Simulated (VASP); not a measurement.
```
NiSi2
1.0
    0.00000     2.69506     2.69506
    2.69506     0.00000     2.69506
    2.69506     2.69506     0.00000
Si Ni
2 1
Cartesian
  1.34753   1.34753   1.34753
  4.04260   4.04260   4.04260
  0.00000   0.00000   0.00000
```

All values below come from PBE GGA with D4 dispersion, VASP's PBE PAW potentials (set 64) (plane waves; VASP 6.6.1). Settings: 520 eV cut-off, 11×11×11 Γ-centred mesh, tetrahedra with Blöchl corrections, potentials Si Ni.

**Question.** What does the run give for the energy per atom (σ→0), band gap (on the k-mesh) with the smallest direct gap where there is one?

**Answer.** 
```yaml
band gap (on the k-mesh): none (metal, semimetal or under 0.01 eV)
energy per atom (σ→0): -6.244 eV/atom
```

Total energies compare only between runs with the same potentials, cut-off and functional.

The compound is NiSi2 in the fluorite structure. It was relaxed first. The run is not spin-polarised, so no magnetic state was tried.
